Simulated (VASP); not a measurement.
A run of VASP 6.6.1:

The input INCAR:

```
SYSTEM = Si3Ge
ALGO = Fast
EDIFF = 1E-4
EDIFFG = -0.08
ENCUT = 520
GGA = PE
IBRION = 2
ISIF = 3
ISMEAR = 0
LASPH = .TRUE.
LCHARG = .FALSE.
LREAL = .FALSE.
LWAVE = .FALSE.
NELM = 60
NSW = 24
PREC = Normal
SIGMA = 0.15
```

The input KPOINTS:

```
k-points
0
G
  3 3 3
  0 0 0
```

The input POSCAR:

```
Si3Ge
1.0
    3.8820000000      2.2412737400      3.1696666700
   -3.8820000000      2.2412737400      3.1696666700
    0.0000000000     -4.4825474900      3.1696666700
Si Ge
6 2
Direct
    0.6250000000      0.1250010000      0.6250000000
    0.3750000000      0.3750000000      0.8749990000
    0.8749990000      0.3750000000      0.3750000000
    0.3750000000      0.8749990000      0.3750000000
    0.1250010000      0.6250000000      0.6250000000
    0.6250000000      0.6250000000      0.1250010000
    0.8750000000      0.8750000000      0.8750000000
    0.1250000000      0.1250000000      0.1250000000
```

Potentials or basis: VASP PAW PBE potentials, release 64 (Si, Ge_d).

Command:

```bash
$ cat potpaw_PBE.64/Si/POTCAR potpaw_PBE.64/Ge_d/POTCAR > POTCAR
$ mpirun -np 1 vasp_std > vasp.out
```

Hardware: 1 thread of Intel(R) Xeon(R) Platinum 8488C (Sapphire Rapids), on a shared host.

**Question.** How long does it take, and how much memory?

**Answer.** Run time: 32 s on 1 thread of Intel(R) Xeon(R) Platinum 8488C (Sapphire Rapids), on a shared host, peak memory 0.19 GiB. Counts: scf iterations 31, k points 6, ion steps 4.
